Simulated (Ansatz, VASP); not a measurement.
**Ga13P9O42 (amorphous 59Ga2O3-41P2O5 (mol %)) in two plane-wave programs**

One calculation is typed for both programs; each brings its own data sets. How far apart do they land? Of the first pair: The structure shown is the start of the Ansatz relaxation below; VASP solves that cell, so the two are compared at the walk's first step.

Main program and level: Ansatz 0.2.0; plane waves, with VASP 6.6.1 beside it; single point at PBE.

### 1. The structure

The cell holds 128 atoms: 26 Ga, 18 P and 84 O. Cell: a = 11.458 Å, b = 11.458 Å, c = 11.458 Å, α = 90.0°, β = 90.0°, γ = 90.0°. As first built, before any earlier steps moved the atoms (in the runner's words): 128 atoms (26 Fe, 18 P, 84 O) placed at random at 3.33 g/cm^3, melted at 5000 K for 10 ps at fixed volume with the Morse and Coulomb pair potential with partial charges (Pedone, Malavasi, Menziani, Cormack and Segre, J. Phys. Chem. B 110, 11780 (2006)). Quenched from 5000 K to 300 K at 100 K/ps and fixed volume, held 10 ps at zero pressure, then minimised at fixed cell. Then Fe was replaced by Ga and the cell scaled by 1.005 (the potential has no terms for the new elements, so the cell is a start for a DFT relaxation).

### 2. Ansatz: relaxation, PBE

Ansatz runs on its PAW soft_1 files.

The two programs are compared at the cell with which this relaxation starts, whose forces are those of its first step.

File input.yaml:

```yaml
crystal:
  lattice:
    - [11.45846, 0.0, 0.0]
    - [0.0, 11.45846, 0.0]
    - [0.0, 0.0, 11.45846]
  atoms:
    - { symbol: Ga, position: [0.94636, 0.57109, 0.56067] }
    - { symbol: Ga, position: [0.75142, 0.39916, 0.18327] }
    - { symbol: Ga, position: [0.50589, 0.80942, 0.79156] }
    - { symbol: Ga, position: [0.42987, 0.10167, 0.70808] }
    - { symbol: Ga, position: [0.73535, 0.8971, 0.8342] }
    - { symbol: Ga, position: [0.84889, 0.05031, 0.05133] }
    - { symbol: Ga, position: [0.87766, 0.11891, 0.772] }
    - { symbol: Ga, position: [0.64777, 0.60941, 0.42536] }
    - { symbol: Ga, position: [0.22146, 0.70273, 0.86706] }
    - { symbol: Ga, position: [0.56558, 0.89694, 0.56206] }
    - { symbol: Ga, position: [0.2347, 0.98758, 0.45188] }
    - { symbol: Ga, position: [0.49281, 0.47334, 0.87066] }
    - { symbol: Ga, position: [0.49965, 0.74921, 0.03352] }
    - { symbol: Ga, position: [0.45864, 0.39058, 0.60771] }
    - { symbol: Ga, position: [0.19772, 0.4101, 0.78769] }
    - { symbol: Ga, position: [0.49406, 0.10223, 0.41994] }
    - { symbol: Ga, position: [0.07812, 0.53574, 0.02173] }
    - { symbol: Ga, position: [0.73363, 0.64494, 0.97129] }
    - { symbol: Ga, position: [0.78385, 0.4055, 0.91331] }
    - { symbol: Ga, position: [0.63831, 0.1945, 0.87296] }
    - { symbol: Ga, position: [0.27389, 0.25004, 0.46447] }
    - { symbol: Ga, position: [0.13816, 0.39082, 0.25131] }
    - { symbol: Ga, position: [0.34095, 0.17594, 0.22484] }
    - { symbol: Ga, position: [0.25127, 0.78297, 0.16543] }
    - { symbol: Ga, position: [0.05912, 0.85266, 0.98032] }
    - { symbol: Ga, position: [0.83521, 0.04582, 0.33289] }
    - { symbol: P, position: [0.67781, 0.19594, 0.59536] }
    - { symbol: P, position: [0.22217, 0.52163, 0.49624] }
    - { symbol: P, position: [0.09582, 0.0189, 0.21357] }
    - { symbol: P, position: [0.14475, 0.15242, 0.67487] }
[... 92 atom lines left out ...]
    - { symbol: O, position: [0.56264, 0.49444, 0.69984] }
    - { symbol: O, position: [0.75656, 0.73617, 0.1024] }
    - { symbol: O, position: [0.15572, 0.70876, 0.0337] }
    - { symbol: O, position: [0.58842, 0.12809, 0.01979] }
    - { symbol: O, position: [0.71963, 0.58386, 0.57848] }
    - { symbol: O, position: [0.80189, 0.17189, 0.62964] }
kpoints:
  mp_grid: { grid: [1, 1, 1] }
hamiltonian:
  xc: pbe
  pseudopotentials: { kind: paw, azcp: { folder: soft_1 } }
scf:
  occupations: { method: fermi_dirac, width: 0.05 }
output:
  forces: true
relax:
  f_tol: 0.05
  max_steps: 150
  cell: {}
```

The run is started by

```
$ ansatz run input.yaml --threads 4 --pin off --max-ram 8192MiB --backend cpu --events-out ev --progress --plain --runs-dir out
```

Numbers of over 12 decimals in the logs are rounded to 6 here.

What it wrote:

```text
Engine: ansatz 0.2.0, aarch64-unknown-linux-gnu
Pseudopotentials: kind: paw
Pseudopotential: Ga, paw, valence charge 13, recommended cutoff 420 eV (normal), soft_1/Ga.paw.azcp
Pseudopotential: P, paw, valence charge 5, recommended cutoff 420 eV (normal), soft_1/P.paw.azcp
Pseudopotential: O, paw, valence charge 6, recommended cutoff 420 eV (normal), soft_1/O.paw.azcp
Functional definition: PBE
  parameter kappa = 0.804
  parameter beta = 0.066725
  exchange = pbe_x(kappa = kappa, mu = beta*pi^2/3)
  correlation = pbe_c(beta = beta)
Crystal: 128 atoms, lattice volume = 1504.453 Å³
Basis set: ecut = 420 eV, 29423 PW (Γ), exchange–correlation on 160×160×160 points (8 copies of the dense FFT grid, shifted against one another)
Bands: 594, of which v1, the nominal top of the filled ones, is band 466 counted from 1 (465 counted from 0)
Symmetry: 1 space group operations
Space group: P1 (ITA 1), of the structure as read, at distance tolerance 1.1e-4 Å
k-points: 1
Non-local potential: Ga, projectors of the file, l = 0: 2, l = 1: 2, l = 2: 3, l = 3: 1
Non-local potential: P, projectors of the file, l = 0: 2, l = 1: 2, l = 2: 1
Non-local potential: O, projectors of the file, l = 0: 2, l = 1: 2, l = 2: 1
PAW form: soft (Blöchl's): semilocal exchange-correlation on the pseudo side does not see the compensation charge
PAW one-centre angular grid: Ga, 590 points (default); XC on 64 Gauss nodes
PAW one-centre angular grid: P, 110 points (default); XC on 64 Gauss nodes
PAW one-centre angular grid: O, 110 points (default); XC on 64 Gauss nodes
Initial density: superposition of atomic densities (chi_scale 0.1, normalization cell, long waves 12 % of neutral atoms (reshape's long-wave potential 1.12 eV rms, cloud 1.88 Å wide))
Initial wavefunctions: pseudopotential atomic-orbital guess
Functional: x = pbe(κ = 0.804, μ = 0.219515), c = pbe(β = 0.066725)
SCF iter   1: F=—  HF=-159713.066095 eV  |F-HF|=—  |Δ(HF+E_count)|=         —  Δρ=1.27e-1  dr2=1.91e2  ethr=3.10e-3  ⟨swp⟩=5.0  Hψ=2466  notcnv=0  defer=118
preconditioner: auto → Resta (q_TF=auto, 2.519 Å⁻¹)  ε∞=3.5  [insulator: Δε(μ)=0.964 eV  Ē_g=18.459 eV  σ=0.050 eV  W_gap=1.00  n_scr=436 (ndim 8)  ℏωp=29.2 eV  f_vac=0.061  D(μ)=0.01/eV (n_scr^D=0)  ε∞_Penn≈3.5]
SCF iter   2: F=—  HF=-159660.771958 eV  |F-HF|=—  |Δ(HF+E_count)|=    5.23e1  Δρ=5.15e-2  dr2=2.81e1  ethr=3.10e-3  ⟨swp⟩=3.0  Hψ=1147  notcnv=0  defer=123
SCF iter   3: F=—  HF=-159651.688911 eV  |F-HF|=—  |Δ(HF+E_count)|=    9.08e0  Δρ=1.84e-2  dr2=4.95e0  ethr=3.02e-3  ⟨swp⟩=4.0  Hψ=1341  notcnv=0  defer=123
SCF iter   4: F=—  HF=-159650.599758 eV  |F-HF|=—  |Δ(HF+E_count)|=    1.09e0  Δρ=6.45e-3  dr2=4.87e-1  ethr=5.31e-4  ⟨swp⟩=5.0  Hψ=875  notcnv=0  defer=123
SCF iter   5: F=—  HF=-159650.697741 eV  |F-HF|=—  |Δ(HF+E_count)|=   9.80e-2  Δρ=4.00e-3  dr2=2.00e-1  ethr=5.22e-5  ⟨swp⟩=2.0  Hψ=1122  notcnv=0  defer=123
SCF iter   6: F=—  HF=-159650.713633 eV  |F-HF|=—  |Δ(HF+E_count)|=   1.59e-2  Δρ=1.46e-3  dr2=3.12e-2  ethr=2.15e-5  ⟨swp⟩=2.0  Hψ=866  notcnv=0  defer=123
SCF iter   7: F=—  HF=-159650.716328 eV  |F-HF|=—  |Δ(HF+E_count)|=   2.69e-3  Δρ=4.63e-4  dr2=4.09e-3  ethr=3.35e-6  ⟨swp⟩=2.0  Hψ=937  notcnv=0  defer=123
SCF iter   8: F=—  HF=-159650.717738 eV  |F-HF|=—  |Δ(HF+E_count)|=   1.41e-3  Δρ=1.84e-4  dr2=5.87e-4  ethr=4.39e-7  ⟨swp⟩=2.0  Hψ=888  notcnv=0  defer=123
SCF iter   9: F=—  HF=-159650.718345 eV  |F-HF|=—  |Δ(HF+E_count)|=   6.07e-4  Δρ=1.60e-4  dr2=3.29e-4  ethr=6.30e-8  ⟨swp⟩=3.0  Hψ=949  notcnv=0  defer=123
SCF iter  10: F=—  HF=-159650.718336 eV  |F-HF|=—  |Δ(HF+E_count)|=   9.88e-6  Δρ=3.42e-5  dr2=1.78e-5  ethr=3.53e-8  ⟨swp⟩=2.0  Hψ=937  notcnv=0  defer=123
SCF iter  11: F=—  HF=-159650.718415 eV  |F-HF|=—  |Δ(HF+E_count)|=   7.98e-5  Δρ=1.97e-5  dr2=5.62e-6  ethr=1.91e-9  ⟨swp⟩=3.0  Hψ=1058  notcnv=0  defer=123
SCF iter  12: F=—  HF=-159650.718417 eV  |F-HF|=—  |Δ(HF+E_count)|=   1.72e-6  Δρ=6.61e-6  dr2=6.95e-7  ethr=6.03e-10  ⟨swp⟩=2.0  Hψ=937  notcnv=0  defer=123
SCF iter  13: F=—  HF=-159650.718418 eV  |F-HF|=—  |Δ(HF+E_count)|=   6.29e-7  Δρ=4.39e-6  dr2=2.57e-7  ethr=7.45e-11  ⟨swp⟩=2.0  Hψ=933  notcnv=0  defer=123
SCF iter  14: F=-159650.718418 eV  HF=-159650.718418 eV  |F-HF|=1.53e-8  |Δ(HF+E_count)|=   1.40e-8  Δρ=1.40e-6  dr2=3.06e-8  ethr=1.07e-11  ⟨swp⟩=4.0  Hψ=1781  notcnv=0
SCF 1 converged in 14 iterations: F = -159650.718418 eV  dr2 = 3.06e-8
  greatest PAW one-centre occupation: 0.998 electrons in one spin orbital (limit 2), on the Ga atom at site 24 (counted from 0), in its partial waves of l = 2
relax step   1: F+E_penalty+E_count = -159650.71841774 eV  Δ(F+E_penalty+E_count) = +0.000e0 eV  max|allowed force component| = 3.328e0 eV/Å  Δτ_max = 0.0000 Å  P = -0.139 GPa  Ω = 1504.453 Å³  (14 SCF iters, dr2 threshold 1.00e-7 eV, accepted)
Crystal: 128 atoms, lattice volume = 1483.396 Å³
[...]
- { symbol: Ga, position: [0.142008, 0.373274, 0.262594] }
    - { symbol: Ga, position: [0.316194, 0.170853, 0.239642] }
    - { symbol: Ga, position: [0.223375, 0.741758, 0.189850] }
    - { symbol: Ga, position: [0.077271, 0.842934, 0.979503] }
    - { symbol: Ga, position: [0.891146, 0.041827, 0.367054] }
    - { symbol: P, position: [0.645635, 0.198378, 0.614428] }
    - { symbol: P, position: [0.191517, 0.533402, 0.504414] }
    - { symbol: P, position: [0.135542, -0.0037988, 0.259833] }
    - { symbol: P, position: [0.117567, 0.180504, 0.681273] }
    - { symbol: P, position: [0.348382, 0.509929, 0.151034] }
    - { symbol: P, position: [0.674399, 0.149190, 0.113288] }
    - { symbol: P, position: [0.499652, 0.427028, 0.358275] }
    - { symbol: P, position: [0.653542, 0.587477, 0.684848] }
    - { symbol: P, position: [0.00786731, 0.638140, 0.262336] }
    - { symbol: P, position: [0.898705, 0.334408, 0.394116] }
    - { symbol: P, position: [0.808344, 0.785450, 0.231397] }
    - { symbol: P, position: [0.299263, 0.741996, 0.611695] }
    - { symbol: P, position: [0.926925, 0.685813, 0.820485] }
    - { symbol: P, position: [0.323661, 0.944931, 0.924278] }
    - { symbol: P, position: [1.007696, 0.285306, 0.038059] }
    - { symbol: P, position: [0.489142, 0.814889, 0.303566] }
    - { symbol: P, position: [0.829073, 0.848707, 0.544633] }
    - { symbol: P, position: [0.338418, 0.194729, 0.970919] }
    - { symbol: O, position: [0.766495, 0.261850, 0.860443] }
    - { symbol: O, position: [0.603758, 0.499373, 0.339718] }
    - { symbol: O, position: [0.015860, 0.549984, 0.153047] }
    - { symbol: O, position: [0.593281, 0.858432, 0.902786] }
    - { symbol: O, position: [0.213524, 0.100720, 0.721753] }
    - { symbol: O, position: [0.790586, 0.095931, 0.113790] }
    - { symbol: O, position: [1.013924, 0.027675, 0.273785] }
    - { symbol: O, position: [0.153251, 0.883331, 0.176504] }
    - { symbol: O, position: [0.811421, 0.023352, 0.854270] }
    - { symbol: O, position: [0.935172, 0.745714, 0.223964] }
    - { symbol: O, position: [0.425661, 0.183823, 0.870883] }
    - { symbol: O, position: [0.289694, 0.629082, 0.519541] }
    - { symbol: O, position: [0.422074, 0.00031115, 0.565593] }
    - { symbol: O, position: [0.746884, 0.689673, 0.294866] }
    - { symbol: O, position: [0.809801, 0.392106, 0.315765] }
    - { symbol: O, position: [0.233897, 0.713349, 0.720796] }
    - { symbol: O, position: [0.383239, 0.427568, 0.781770] }
    - { symbol: O, position: [0.360224, 0.835714, 0.309511] }
    - { symbol: O, position: [0.543358, 0.926002, 0.370202] }
    - { symbol: O, position: [0.129812, 0.188913, 0.543933] }
    - { symbol: O, position: [0.386241, 0.209643, 0.098246] }
    - { symbol: O, position: [0.090252, 0.586510, 0.561976] }
    - { symbol: O, position: [0.591240, 0.629015, 0.978799] }
    - { symbol: O, position: [0.393187, 0.089085, 0.346368] }
[...]
- { symbol: O, position: [0.833800, 0.860900, 0.680299] }
    - { symbol: O, position: [0.253524, 0.842601, 0.546787] }
    - { symbol: O, position: [0.538800, 0.528821, 0.699897] }
    - { symbol: O, position: [0.766293, 0.778584, 0.101681] }
    - { symbol: O, position: [0.154182, 0.703915, 0.025844] }
    - { symbol: O, position: [0.610133, 0.114109, -0.00458169] }
    - { symbol: O, position: [0.696456, 0.579787, 0.554622] }
    - { symbol: O, position: [0.767936, 0.175377, 0.633523] }
```

### 3. VASP: single point, PBE, start cell, pair 1

The same cell, functional, mesh and smearing now go to VASP, with its own data sets.

Lines of VASP's logs that name or quote its potential files are left out, and so is its time.

File INCAR:

```
SYSTEM = Ga13P9O42
PREC = Accurate
ENCUT = 520
EDIFF = 1E-06
NELM = 120
ISMEAR = -1
SIGMA = 0.05
LREAL = Auto
ALGO = Normal
GGA = PE
NBANDS = 560
LORBIT = 11
LWAVE = .FALSE.
LCHARG = .FALSE.
ISIF = 2
LASPH = .TRUE.
GGA_COMPAT = .FALSE.
EFERMI = MIDGAP
NCORE = 4
```

File POSCAR:

```
Ga13P9O42
1.0
   11.4584600000      0.0000000000      0.0000000000
    0.0000000000     11.4584600000      0.0000000000
    0.0000000000      0.0000000000     11.4584600000
Ga P O
26 18 84
Direct
    0.9463575384      0.5710889596      0.5606687112
    0.7514186025      0.3991635874      0.1832707013
    0.5058882258      0.8094194159      0.7915636133
    0.4298657935      0.1016716033      0.7080794452
    0.7353518710      0.8971013557      0.8341958693
    0.8488924341      0.0503121711      0.0513332507
    0.8776572070      0.1189077764      0.7719972841
    0.6477659302      0.6094099905      0.4253625705
    0.2214608246      0.7027296862      0.8670624150
    0.5655821114      0.8969442665      0.5620563322
    0.2346999510      0.9875759919      0.4518757320
    0.4928061886      0.4733358584      0.8706580116
    0.4996482948      0.7492106269      0.0335210840
    0.4586392936      0.3905760460      0.6077081912
    0.1977229052      0.4100987393      0.7876887470
    0.4940629020      0.1022301426      0.4199429941
    0.0781169546      0.5357438958      0.0217306689
    0.7336326173      0.6449383250      0.9712910810
    0.7838487895      0.4054995174      0.9133077220
    0.6383056711      0.1945025771      0.8729619862
    0.2738936995      0.2500423268      0.4644690473
    0.1381599273      0.3908204069      0.2513077674
    0.3409533218      0.1759398732      0.2248382418
    0.2512728587      0.7829673447      0.1654323530
    0.0591178919      0.8526625742      0.9803237084
    0.8352082217      0.0458176753      0.3328894110
    0.6778135980      0.1959425612      0.5953592368
    0.2221677259      0.5216320518      0.4962359689
    0.0958243953      0.0189030638      0.2135714572
    0.1447489453      0.1524201332      0.6748725396
[... 92 atom lines left out ...]
    0.5626410530      0.4944381706      0.6998409908
    0.7565589093      0.7361722256      0.1023959590
    0.1557190059      0.7087601650      0.0337043547
    0.5884211316      0.1280887659      0.0197932357
    0.7196342266      0.5838568185      0.5784808779
    0.8018878628      0.1718904635      0.6296395851
```

File KPOINTS:

```
Automatic mesh
0
Gamma
1 1 1
0 0 0
```

Potentials, in the order of the species: Ga_d, P and O (PBE family, release 64).

The run is started by

```
$ mpirun -np 16 vasp_gam
```

What it wrote:

```text
[banner, memory and clock lines left out]
running   16 mpi-ranks, on    1 nodes
[...]
LDA part: xc-table for (Slater+PW92), standard interpolation
 POSCAR, INCAR and KPOINTS ok, starting setup
[...]
entering main loop
       N       E                     dE             d eps       ncg     rms          rms(c)
DAV:   1     0.267752763933E+05    0.26775E+05   -0.34400E+05  1136   0.284E+03
DAV:   2     0.619249124879E+04   -0.20583E+05   -0.19500E+05  1120   0.886E+02
DAV:   3    -0.119043707943E+03   -0.63115E+04   -0.59209E+04  1544   0.369E+02
DAV:   4    -0.914750504787E+03   -0.79571E+03   -0.78229E+03  1576   0.141E+02
[...]
DAV:  17    -0.823567363180E+03   -0.31105E-05   -0.99414E-05  1792   0.472E-02    0.972E-03
DAV:  18    -0.823567365507E+03   -0.23268E-05   -0.43439E-05  1344   0.213E-02    0.609E-03
DAV:  19    -0.823567365640E+03   -0.13328E-06   -0.95946E-06  1056   0.173E-02
   1 F= -.82356737E+03 E0= -.82356737E+03  d E =-.693515E-06
```

Parts of OUTCAR (step 3):

```text
  FREE ENERGIE OF THE ION-ELECTRON SYSTEM (eV)
  ---------------------------------------------------
  free  energy   TOTEN  =      -823.5673656405 eV

  energy  without entropy=     -823.5673649470  energy(sigma->0) =     -823.56736529

[... 2 further parts left out ...]
[key lines of the parts left out:]
E-fermi :   3.7371
```

The run ends at a pressure of -0.40 GPa, with forces up to 3.7 eV/Å.

### 4. Differences

Known differences besides the potentials themselves: the cutoff is 420 eV in Ansatz and 520 eV in VASP (PREC = Accurate, projectors in real space). Total energies have different zeros and are not compared.

Forces on 10 of the 128 atoms, those with the largest forces and the largest differences (eV/Å; atoms numbered as in POSCAR):

| atom | Ansatz x, y, z | VASP x, y, z |
| --- | --- | --- |
| P28 | -2.868, -0.510, -1.801 | -2.814, -0.486, -1.767 |
| P30 | 1.794, 0.752, 2.692 | 1.742, 0.741, 2.701 |
| O50 | 2.876, -2.201, 0.771 | 2.762, -2.151, 0.763 |
| O64 | -0.026, -0.467, -3.328 | -0.067, -0.459, -3.196 |
| O71 | -1.273, -0.947, 0.170 | -1.142, -0.885, 0.099 |
| O73 | 0.411, -1.117, -1.593 | 0.394, -1.010, -1.476 |
| O82 | 2.318, 1.822, -0.572 | 2.226, 1.735, -0.597 |
| O84 | 0.755, 2.601, -1.948 | 0.740, 2.518, -1.900 |
| O105 | -2.314, -1.291, 2.813 | -2.255, -1.274, 2.709 |
| O122 | -1.031, 0.565, -0.982 | -0.956, 0.444, -0.914 |

The forces differ by 52 meV/Å r.m.s., which is 5.2 % of the r.m.s. force of 1.003 eV/Å (both taken over all components).

(Part 1 of 2 ends here.)

[Lines on the potential files, build, host, timing and source positions are cut from VASP's logs without a mark.]

[Logs are printed without paths, hosts, clocks, repeated set-up lines and the standing remarks that a program may print on its own settings, such as how far it seeks lower states.]

[Hosts, paths, dates, database ids (printed as entryN), source tags and the programs' standing remarks are cut or masked in the printed files.]
